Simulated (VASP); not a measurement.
# SiSn2 (P6_3/mmc) in VASP: a series of runs, part 2 of 2

VASP 6.6.1. The steps go on from the part before.

### Step 3. Single point, PBE

This run uses another cell than the first one, of 23.99 Å³/atom, 1.009 times its volume.

Input file INCAR:

```
ALGO = Fast
EDIFF = 1E-7
ENCUT = 520
GGA = PE
ISIF = 2
ISMEAR = 0
LASPH = T
LCHARG = F
LREAL = F
LWAVE = F
NBANDS = 41
NELM = 100
PREC = Accurate
SIGMA = 0.1
```

Input file KPOINTS:

```
k-points
0
Gamma
  12 12 4
```

Input file POSCAR:

```
SiSn2
1.0
    3.2695344390      0.0000000000      0.0000000000
   -1.6347672195      2.8314998827      0.0000000000
    0.0000000000      0.0000000000     15.5512103248
Si Sn
2 4
Direct
    0.6666666667      0.3333333333      0.7500000000
    0.3333333333      0.6666666667      0.2500000000
    0.6666666667      0.3333333333      0.0968229469
    0.6666666667      0.3333333333      0.4031770531
    0.3333333333      0.6666666667      0.9031770531
    0.3333333333      0.6666666667      0.5968229469
```

Potentials or basis: VASP PAW PBE potentials, release 64 (Si, Sn_d).

The run is started by

```sh
cat potpaw_PBE.64/Si/POTCAR potpaw_PBE.64/Sn_d/POTCAR > POTCAR
mpirun -np 1 vasp_std > vasp.out
```

OUTCAR:

```text
EDIFF = 1E-7
   ENCUT = 520
   GGA = PE
   ISIF = 2
   ISMEAR = 0
   LASPH = T
   LREAL = F
   NELM = 100
   PREC = Accurate

 ion  position               nearest neighbor table
   1  0.667  0.333  0.750-   5 3.04   6 3.04   5 3.04   6 3.04   5 3.04   6 3.04
   2  0.333  0.667  0.250-   3 3.04   4 3.04   3 3.04   4 3.04   3 3.04   4 3.04
   3  0.667  0.333  0.097-   2 3.04   2 3.04   2 3.04   5 3.55   5 3.55   5 3.55
   4  0.667  0.333  0.403-   2 3.04   2 3.04   2 3.04   6 3.55   6 3.55   6 3.55
   5  0.333  0.667  0.903-   1 3.04   1 3.04   1 3.04   3 3.55   3 3.55   3 3.55
   6  0.333  0.667  0.597-   1 3.04   1 3.04   1 3.04   4 3.55   4 3.55   4 3.55
[... 1268 lines left out ...]
  Total       -0.0776223     -0.0776223     -0.0572615      0.0000000      0.0000000      0.0000000
  in kB       -0.8638340     -0.8638340     -0.6372452      0.0000000      0.0000000      0.0000000
  external PRESSURE =      -0.7883044 kB  Pullay stress =       0.0000000 kB

 VOLUME and BASIS-vectors are now :
 -----------------------------------------------------------------------------
  energy-cutoff  :      520.00
  volume of cell :      143.97
      direct lattice vectors                 reciprocal lattice vectors
     3.269534439  0.000000000  0.000000000     0.305853943  0.176584856  0.000000000
    -1.634767220  2.831499883  0.000000000     0.000000000  0.353169713  0.000000000
     0.000000000  0.000000000 15.551210325     0.000000000  0.000000000  0.064303677

 POSITION                                       TOTAL-FORCE (eV/Angst)
 -----------------------------------------------------------------------------------
      1.63477      0.94383     11.66341         0.000000      0.000000      0.000000
     -0.00000      1.88767      3.88780         0.000000      0.000000      0.000000
      1.63477      0.94383      1.50571        -0.000000     -0.000000     -0.000984
      1.63477      0.94383      6.26989         0.000000     -0.000000      0.000984
     -0.00000      1.88767     14.04550        -0.000000      0.000000      0.000984
     -0.00000      1.88767      9.28132         0.000000     -0.000000     -0.000984
 -----------------------------------------------------------------------------------
    total drift:                                0.000000     -0.000000      0.000000

  FREE ENERGIE OF THE ION-ELECTRON SYSTEM (eV)
  ---------------------------------------------------
  free  energy   TOTEN  =       -24.0480414263 eV

  energy  without entropy=      -24.0374264734  energy(sigma->0) =      -24.04273395
```

OSZICAR:

```text
N       E                     dE             d eps       ncg     rms          rms(c)
DAV:   1     0.631442638779E+03    0.63144E+03   -0.30716E+04  4908   0.226E+03
DAV:   2     0.654114105518E+02   -0.56603E+03   -0.55124E+03  4682   0.595E+02
DAV:   3    -0.197384268970E+02   -0.85150E+02   -0.82960E+02  5411   0.192E+02
DAV:   4    -0.240615647001E+02   -0.43231E+01   -0.42638E+01  5526   0.453E+01
DAV:   5    -0.242013301664E+02   -0.13977E+00   -0.13962E+00  6184   0.827E+00    0.368E+00
RMM:   6    -0.240698336875E+02    0.13150E+00   -0.26524E-01  5705   0.287E+00    0.213E+00
RMM:   7    -0.240485687187E+02    0.21265E-01   -0.71884E-02  5951   0.160E+00    0.539E-01
RMM:   8    -0.240476876267E+02    0.88109E-03   -0.18565E-02  6317   0.806E-01    0.117E-01
RMM:   9    -0.240479616788E+02   -0.27405E-03   -0.38864E-03  7154   0.419E-01    0.759E-02
RMM:  10    -0.240480308605E+02   -0.69182E-04   -0.85988E-04  7009   0.167E-01    0.184E-02
RMM:  11    -0.240480391978E+02   -0.83373E-05   -0.14533E-04  7564   0.728E-02    0.910E-03
RMM:  12    -0.240480421201E+02   -0.29223E-05   -0.29644E-05  7800   0.270E-02    0.460E-03
RMM:  13    -0.240480411535E+02    0.96658E-06   -0.21037E-06  6816   0.927E-03    0.441E-03
RMM:  14    -0.240480414187E+02   -0.26511E-06   -0.67270E-07  5307   0.589E-03    0.448E-04
RMM:  15    -0.240480414263E+02   -0.76761E-08   -0.20816E-07  3273   0.306E-03
   1 F= -.24048041E+02 E0= -.24042734E+02  d E =-.106150E-01
```

stdout:

```text
POSCAR found type information on POSCAR SiSn
 POSCAR found :  2 types and       6 ions
 scaLAPACK will be used
 LDA part: xc-table for (Slater+PW92), standard interpolation
 POSCAR, INCAR and KPOINTS ok, starting setup
 FFT: planning ... GRIDC
 FFT: planning ... GRID_SOFT
 FFT: planning ... GRID
 WAVECAR not read
 entering main loop
WARNING in EDDRMM: call to ZHEGV failed, returncode =   8  4     39
 num prob  num prob  num prob  num prob  num prob  num prob  num prob  num prob  num prob  num prob  num prob  num prob  num prob  num prob WARNING in EDDRMM: call to ZHEGV failed, returncode =   8  4     41
 num prob  num prob  num prob  num prob  num prob  num prob  num prob  num prob  num prob  num prob  num prob  num prob  num prob  num prob  num prob  num prob  num prob  num prob  num prob  num prob  num prob  num prob  num prob RMM:  15    -0.240480414263E+02   -0.76761E-08   -0.20816E-07  3273   0.306E-03
```

Run time: 5.2 min. Hardware: 1 thread of Intel Xeon Platinum 8488C (Sapphire Rapids), shared host; peak memory 0.41 GiB.

Results:

```yaml
Free_energy: -24.0480 eV
Pressure: -0.1 GPa
Band_gap_on_the_k_mesh: none (metal or under the smearing width)
```

Levels at points of the mesh, in eV from the Fermi level:
```
           k point  band 30  band 31  band 32  band 33  band 34  band 35
(0.00, 0.00, 0.00)     3.89     4.49     4.49     4.53     4.53     4.65
(0.50, 0.00, 0.00)    -2.86    -2.08    -1.23    -0.83     1.17     1.55
(0.00, 0.00, 0.50)     1.51     4.51     4.51     4.51     4.51     6.94
(0.50, 0.00, 0.50)    -3.16    -2.03    -2.03     0.51     0.51     1.64
```
